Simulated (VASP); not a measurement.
Given:

```xyz
8
Lattice="4.6295 0.0000 0.0000 0.0000 3.2735 0.0000 0.0000 0.0000 24.3675" Properties=species:S:1:pos:R:3 pbc="T T T"
In     3.4721     1.6368     8.5922
In     1.1574     1.6368    10.9892
In     3.4721     1.6368    13.3783
In     1.1574     1.6368    15.7753
Pd     1.1574     0.0000     8.8224
Pd     3.4721     0.0000    11.1071
Pd     1.1574     0.0000    13.2604
Pd     3.4721     0.0000    15.5450
```

Level of theory: r2SCAN meta-GGA, VASP's PBE PAW potentials (set 64) (plane waves; VASP). Run with PREC = Normal, 400 eV cut-off, 6×8×1 Γ-centred mesh, first-order Methfessel-Paxton smearing of 0.10 eV, potentials In_d Pd.

Unless said otherwise, spin-orbit coupling is left out, though it shifts the bands of the heavy elements here.

Task: What does the run give for the energy per atom (σ→0), band gap (on the k-mesh) with the smallest direct gap where there is one?

Result: 
```json
{
 "band gap (on the k-mesh)": "none (metal, semimetal or under 0.01 eV)",
 "energy per atom (σ→0)": "-23121 meV/atom"
}
```

The cell is a thin slab with vacuum, built from PdIn (CsCl type): (110) face.
